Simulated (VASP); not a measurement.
Given:

```yaml
crystal:
  lattice:
    - [7.24888, 0.00000, 0.00000]
    - [0.00000, 7.24888, 0.00000]
    - [0.00000, 0.00000, 7.24888]
  atoms:
    - { symbol: B, position: [0.50040, 0.99966, 0.99974] }
    - { symbol: B, position: [0.74976, 0.24985, 0.99897] }
    - { symbol: B, position: [0.74991, 0.99898, 0.24976] }
    - { symbol: B, position: [0.00013, 0.99953, 0.99947] }
    - { symbol: B, position: [0.25035, 0.24920, 0.00038] }
    - { symbol: B, position: [0.50009, 0.49959, 0.99993] }
    - { symbol: B, position: [0.75039, 0.74930, 0.00016] }
    - { symbol: B, position: [0.25043, 0.00022, 0.24936] }
    - { symbol: B, position: [0.50207, 0.24630, 0.24641] }
    - { symbol: B, position: [0.75342, 0.49782, 0.24620] }
    - { symbol: B, position: [0.50003, 0.00003, 0.49954] }
    - { symbol: B, position: [0.75322, 0.24639, 0.49747] }
    - { symbol: B, position: [0.75025, 0.00029, 0.74915] }
    - { symbol: B, position: [0.99991, 0.49922, 0.99973] }
    - { symbol: B, position: [0.25007, 0.74952, 0.99971] }
    - { symbol: B, position: [0.00077, 0.24978, 0.24978] }
    - { symbol: B, position: [0.25287, 0.49945, 0.25324] }
    - { symbol: B, position: [0.50027, 0.74692, 0.25305] }
    - { symbol: B, position: [0.99989, 0.99968, 0.49927] }
    - { symbol: B, position: [0.25250, 0.25293, 0.49963] }
    - { symbol: B, position: [0.74654, 0.74697, 0.49948] }
    - { symbol: B, position: [0.24991, 0.99961, 0.74969] }
    - { symbol: B, position: [0.50004, 0.25298, 0.74701] }
    - { symbol: B, position: [0.74644, 0.49949, 0.74680] }
    - { symbol: B, position: [0.99947, 0.74922, 0.24932] }
    - { symbol: B, position: [0.99966, 0.49958, 0.49957] }
    - { symbol: B, position: [0.25121, 0.74845, 0.50027] }
    - { symbol: B, position: [0.99909, 0.24930, 0.74932] }
    - { symbol: B, position: [0.25097, 0.50005, 0.74867] }
    - { symbol: B, position: [0.49936, 0.74856, 0.74853] }
    - { symbol: B, position: [0.99991, 0.74958, 0.74958] }
    - { symbol: N, position: [0.62582, 0.12495, 0.12500] }
    - { symbol: N, position: [0.87467, 0.37386, 0.12502] }
    - { symbol: N, position: [0.87472, 0.12502, 0.37376] }
    - { symbol: N, position: [0.12510, 0.12483, 0.12489] }
    - { symbol: N, position: [0.37844, 0.37515, 0.12751] }
    - { symbol: N, position: [0.62456, 0.62132, 0.12736] }
    - { symbol: N, position: [0.87485, 0.87454, 0.12487] }
    - { symbol: N, position: [0.37835, 0.12743, 0.37525] }
    - { symbol: N, position: [0.87227, 0.62128, 0.37509] }
    - { symbol: N, position: [0.62438, 0.12748, 0.62117] }
    - { symbol: N, position: [0.87208, 0.37519, 0.62120] }
    - { symbol: N, position: [0.87462, 0.12488, 0.87452] }
    - { symbol: N, position: [0.12399, 0.62516, 0.12412] }
    - { symbol: N, position: [0.37449, 0.87565, 0.12407] }
    - { symbol: N, position: [0.12547, 0.37478, 0.37494] }
    - { symbol: N, position: [0.36407, 0.63569, 0.36630] }
    - { symbol: N, position: [0.62489, 0.87426, 0.37474] }
    - { symbol: N, position: [0.12371, 0.12396, 0.62531] }
    - { symbol: N, position: [0.36361, 0.36590, 0.63600] }
    - { symbol: N, position: [0.63336, 0.63583, 0.63566] }
    - { symbol: N, position: [0.87555, 0.87575, 0.62520] }
    - { symbol: N, position: [0.37433, 0.12392, 0.87583] }
    - { symbol: N, position: [0.62476, 0.37483, 0.87424] }
    - { symbol: N, position: [0.87563, 0.62521, 0.87570] }
    - { symbol: N, position: [0.12330, 0.87639, 0.37451] }
    - { symbol: N, position: [0.12417, 0.62468, 0.62480] }
    - { symbol: N, position: [0.37482, 0.87543, 0.62481] }
    - { symbol: N, position: [0.12309, 0.37435, 0.87651] }
    - { symbol: N, position: [0.37480, 0.62473, 0.87546] }
    - { symbol: N, position: [0.62521, 0.87649, 0.87641] }
    - { symbol: N, position: [0.12474, 0.87481, 0.87492] }
```

The numbers are results of HSE06 screened hybrid, VASP's PBE PAW potentials (set 64) (plane waves; VASP), not measurements. Run with PREC = Normal, LREAL = Auto, ISYM = 0, EDIFF = 1E-5, 400 eV cut-off, 1×1×1 Γ-centred mesh, Gaussian smearing of 0.050 eV, potentials B N. Starting moments (MAGMOM): 62*0.0323. The cell's moment is fixed (NUPDOWN = 2).

The supercell is sampled at Γ alone, which is coarse: total energies, pressure and levels can be off, energies of defects by several tenths of an eV.

Q: What does the run give for the cell moment, energy per atom (σ→0)?

A: 
```yaml
cell_moment: 2.00 μB
energy per atom (σ→0): -10.034 eV/atom
```

Q: Give the moment on each site (PAW-sphere projection).

A: 
| site | moment (μB) |
|---|---|
| B1 | 0.01 |
| B2 | 0.00 |
| B3 | 0.00 |
| B4 | 0.00 |
| B5 | 0.00 |
| B6 | 0.00 |
| B7 | 0.00 |
| B8 | 0.00 |
| B9 | 0.00 |
| B10 | 0.00 |
| B11 | 0.00 |
| B12 | 0.00 |
| B13 | 0.00 |
| B14 | 0.01 |
| B15 | 0.00 |
| B16 | 0.00 |
| B17 | -0.01 |
| B18 | -0.01 |
| B19 | 0.01 |
| B20 | -0.01 |
| B21 | -0.01 |
| B22 | 0.00 |
| B23 | -0.01 |
| B24 | -0.01 |
| B25 | 0.00 |
| B26 | 0.00 |
| B27 | -0.01 |
| B28 | 0.00 |
| B29 | -0.01 |
| B30 | -0.01 |
| B31 | 0.00 |
| N32 | 0.00 |
| N33 | 0.00 |
| N34 | 0.00 |
| N35 | 0.01 |
| N36 | 0.00 |
| N37 | 0.00 |
| N38 | 0.01 |
| N39 | 0.00 |
| N40 | 0.00 |
| N41 | 0.00 |
| N42 | 0.00 |
| N43 | 0.01 |
| N44 | 0.04 |
| N45 | 0.04 |
| N46 | 0.01 |
| N47 | 0.41 |
| N48 | 0.01 |
| N49 | 0.04 |
| N50 | 0.41 |
| N51 | 0.41 |
| N52 | 0.04 |
| N53 | 0.04 |
| N54 | 0.01 |
| N55 | 0.04 |
| N56 | 0.03 |
| N57 | 0.01 |
| N58 | 0.01 |
| N59 | 0.03 |
| N60 | 0.01 |
| N61 | 0.03 |
| N62 | 0.01 |

The cell is a supercell with a defect, built from BN (zinc blende): vac_B-vac_N. The cell's shape comes from a PBE relaxation.
